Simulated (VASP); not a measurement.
Pb (fcc) relaxed at rising pressure, in one space group throughout; other phases were not tried. The pressures are those reached. All values below come from PBE GGA, VASP's PBE PAW potentials (set 64) (plane waves; VASP).

```csv
P (GPa),V (Å³/atom),k-mesh
-0.05,32.218,12×12×12
5.00,28.910,13×13×13
9.95,27.021,13×13×13
20.00,24.565,14×14×14
29.88,22.900,14×14×14
```

A change of mesh leaves a small step in the series.

Question: Fit an equation of state and predict the volume at 44.99 GPa.

Answer: Least squares on the third-order Birch-Murnaghan form, P = (3B0/2)(y⁷ − y⁵)[1 + (3/4)(B′ − 4)(y² − 1)] with y = (V0/V)^(1/3), gives V0 = 32.107 Å³/atom, B0 = 37 GPa and B′ = 5.1, and so 21.189 Å³/atom. The run gave 21.155 Å³/atom, -0.2 % from the fit.

Pressures at which the relaxation failed are left out.

The compound is Pb in the fcc structure.
